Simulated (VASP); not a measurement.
## CdSe (space group Fm-3m): computed properties

Computed with LDA (Ceperley-Alder, Perdew-Zunger), VASP's LDA PAW potentials (set 64) (plane waves; VASP 6.6.1).

```
Quantity                                                               Value
----------------------------------  ----------------------------------------
space group                                                      Fm-3m (225)
cell                                 a = b = c = 5.568 Å, α = β = γ = 90.00°
volume per atom                                                21.57 Å³/atom
band gap (over mesh and band path)  none (metal, semimetal or under 0.01 eV)
Hill bulk modulus                                                   80.3 GPa
Hill shear modulus                                                  29.5 GPa
Poisson's ratio                                                        0.336
band gap with spin-orbit coupling                            none (metallic)
density                                                           7.37 g/cm³
optical Γ-point spectrum                                       110 (×3) cm⁻¹
C11                                                                  130 GPa
C12                                                                 55.3 GPa
C44                                                                 25.1 GPa
```

```
CELL_PARAMETERS angstrom
      0.00000     2.78377     2.78377
      2.78377     0.00000     2.78377
      2.78377     2.78377     0.00000
ATOMIC_POSITIONS crystal
  Cd 0.00000 0.00000 0.00000
  Se 0.50000 0.50000 0.50000
```

Finite-difference elastic constants of metals are sensitive to mesh and smearing; shear constants can be off by tens of GPa.

The structure comes from a computed database's CdSe entry (Fm-3m); how it stands against other phases isn't given here. It was relaxed first, which changed the volume by -9 %. Symmetry was kept, so distortions that lower it aren't found.
